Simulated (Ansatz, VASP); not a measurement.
Two plane-wave programs on ZnCd2Se3

```
CELL_PARAMETERS angstrom
4.67725 0.00000 0.00000
0.00000 5.64872 0.00000
0.00000 0.00000 6.99074
ATOMIC_POSITIONS crystal
Zn 0.50000 0.50000 0.00000
Cd 0.00000 0.76337 0.00000
Cd 0.00000 0.23663 0.00000
Se 0.00000 0.00000 0.50000
Se 0.50000 0.50000 0.32602
Se 0.50000 0.50000 0.67398
```

Alike in both runs: functional PBE; k mesh 4 × 4 × 4; occupations gaussian, width 0.1 eV; no spin polarisation.

Ansatz relaxed the structure, and its values are those at the end. VASP's run is a single point on that final structure, the one shown.

```csv
,VASP,Ansatz
version,VASP 6.6.1,Ansatz 0.2.0
potentials or method,"VASP PAW PBE potentials, release 64 (Zn, Cd, Se)","scalar-relativistic, plane waves, PAW"
plane-wave cutoff (eV),520,420
valence electrons in the cell,54,100
```

```csv
,VASP,Ansatz,Ansatz less VASP
gap on the k mesh at the Fermi level (eV),none,none,-
pressure (GPa),0.3,0.2,-0.15
rms of the force components (eV/Å),0.021,0.012,-0.0092
```

A gap of «none» marks a metal or a gap that the smearing closes. The two sets of potentials don't hold the same shells in valence.
